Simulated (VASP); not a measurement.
Given:

```
CELL_PARAMETERS angstrom
      3.93455     0.00000     0.00000
      0.00000     3.93455     0.00000
      0.00000     0.00000     3.93455
ATOMIC_POSITIONS crystal
  Sr 0.00000 0.00000 0.00000
  Ti 0.50000 0.50000 0.50000
  O  0.50000 0.00000 0.50000
  O  0.00000 0.50000 0.50000
  O  0.50000 0.50000 0.00000
```

These are PBEsol GGA, VASP's PBE PAW potentials (set 64) (plane waves; VASP) values and carry that method's errors. Numerical set-up: 520 eV cut-off, 7×7×7 Γ-centred mesh, Gaussian smearing of 0.050 eV, potentials Sr_sv Ti_sv O.

Q: Estimate the energy per atom (σ→0), pressure.

A: 
| Quantity | Result |
|---|---|
| energy per atom (σ→0) | -8.398 eV/atom |
| pressure | -5.14 GPa |

Only differences to runs with the same potentials and settings are physical.

The compound is SrTiO3 in the cubic perovskite structure, the ideal cubic form; the compound distorts at low or room temperature. This cell is one point of a volume scan, at 1.03 of the reference volume.
